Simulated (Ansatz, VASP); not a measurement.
**Hf3Be: VASP beside Ansatz**

File INCAR:

```
ALGO = Normal
EDIFF = 1E-7
ENCUT = 520
GGA = PE
ISIF = 2
ISMEAR = -1
LASPH = T
LCHARG = F
LREAL = F
LWAVE = F
NBANDS = 24
NELM = 80
PREC = Accurate
SIGMA = 0.05
```

KPOINTS

```
k-points
0
Gamma
  9 9 9
```

The input POSCAR:

```
Hf3Be
1.0
   -2.1330300245      2.1330300245      4.4384215182
    2.1330300245     -2.1330300245      4.4384215182
    2.1330300245      2.1330300245     -4.4384215182
Hf Be
3 1
Direct
    0.5000000000      0.5000000000      0.0000000000
    0.2500000000      0.7500000000      0.5000000000
    0.7500000000      0.2500000000      0.5000000000
    0.0000000000      0.0000000000      0.0000000000
```

input.yaml

```yaml
crystal:
  lattice:
    - [-2.1330300245, 2.1330300245, 4.4384215182]
    - [2.1330300245, -2.1330300245, 4.4384215182]
    - [2.1330300245, 2.1330300245, -4.4384215182]
  atoms:
    - { symbol: Hf, position: [0.5, 0.5, 0.0] }
    - { symbol: Hf, position: [0.25, 0.75, 0.5] }
    - { symbol: Hf, position: [0.75, 0.25, 0.5] }
    - { symbol: Be, position: [0.0, 0.0, 0.0] }
hamiltonian:
  xc: pbe
  pseudopotentials: { kind: paw }
kpoints:
  mp_grid: { grid: [9, 9, 9] }
scf:
  occupations: { method: fermi_dirac, width: 0.05 }
output:
  forces: true
  stress: true
  eigenvalues: true
```

Change from the starting cell: volume scaled by 1.06.

Alike in both runs: task single point; functional PBE; k mesh 9 × 9 × 9; occupations fermi-dirac, width 0.05 eV; no spin polarisation.

```csv
,VASP,Ansatz
version,VASP 6.6.1,Ansatz 0.2.0
potentials or method,"VASP PAW PBE potentials, release 64 (Hf_pv, Be)",Ansatz PAW
plane-wave cutoff (eV),520,420
valence electrons in the cell,32,80
```

VASP gave:

```
gap on the k mesh at the Fermi level (eV)       : none
pressure (GPa)                                  : -5.7
largest component of the traceless stress (GPa) : 0.51
```

Problem. Estimate Ansatz's values.

Solution. gap on the k mesh at the Fermi level (eV): none; pressure (GPa): -5.4; largest component of the traceless stress (GPa): 0.49.

A gap of «none» marks a metal or a gap that the smearing closes. The two sets of potentials don't hold the same shells in valence.

Spin-orbit coupling is left out, which matters for the levels of Hf.
